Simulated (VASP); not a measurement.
Data:

```yaml
crystal:
  lattice:
    - [4.09413, -2.26167, -0.01571]
    - [4.09413, 2.26167, -0.01571]
    - [2.85901, 0.00000, 3.70180]
  atoms:
    - { symbol: Bi, position: [0.23663, 0.23663, 0.23663] }
    - { symbol: Bi, position: [0.76337, 0.76337, 0.76337] }
```

Computed with PBEsol GGA, VASP's PBE PAW potentials (set 64) (plane waves; VASP 6.6.1). Run with 480 eV cut-off, 10×10×10 Γ-centred mesh, first-order Methfessel-Paxton smearing of 0.10 eV, potentials Bi_d.

Unless said otherwise, spin-orbit coupling is left out, though it shifts the bands of the heavy elements here.

Q: Predict the energy per atom (σ→0), band gap (on the k-mesh) with the smallest direct gap where there is one.

A: 
| Property | Value |
|---|---|
| band gap (on the k-mesh) | none (metal, semimetal or under 0.01 eV) |
| energy per atom (σ→0) | -4.305 eV/atom |

The compound is Bi in the a7 structure. It was relaxed first.
